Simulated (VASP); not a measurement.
Here is the system:

```
PtS2
1.0
    1.83510    -3.17848     0.00000
    1.83510     3.17848     0.00000
    0.00000     0.00000     5.15178
Pt S
1 2
Direct
  0.00000   0.00000   0.00000
  0.33333   0.66667   0.24409
  0.66667   0.33333   0.75591
```

Computed with optB88-vdW, VASP's PBE PAW potentials (set 64) (plane waves; VASP). Settings: 520 eV cut-off, 7×7×5 Γ-centred mesh, Gaussian smearing of 0.050 eV, potentials Pt S.

Question: The ions and cell shape at fixed volume are relaxed. Predict the relaxed structure.

Answer: 
```
PtS2
1.0
    1.79812    -3.11444     0.00000
    1.79812     3.11444     0.00000
    0.00000     0.00000     5.36583
Pt S
1 2
Direct
  0.00000   0.00000   0.00000
  0.33333   0.66667   0.23143
  0.66667   0.33333   0.76857
```
Space group P-3m1 (164), at a tolerance of 0.03 Å.

Question: How much energy does the relaxation gain?

Answer: The energy (σ→0) changes by -20.0 meV/atom, in 6 ionic steps.

The compound is PtS2 in the 1T layered structure. This cell is one point of a volume scan, at 1.06 of the reference volume. Symmetry was kept, so distortions that lower it aren't found.
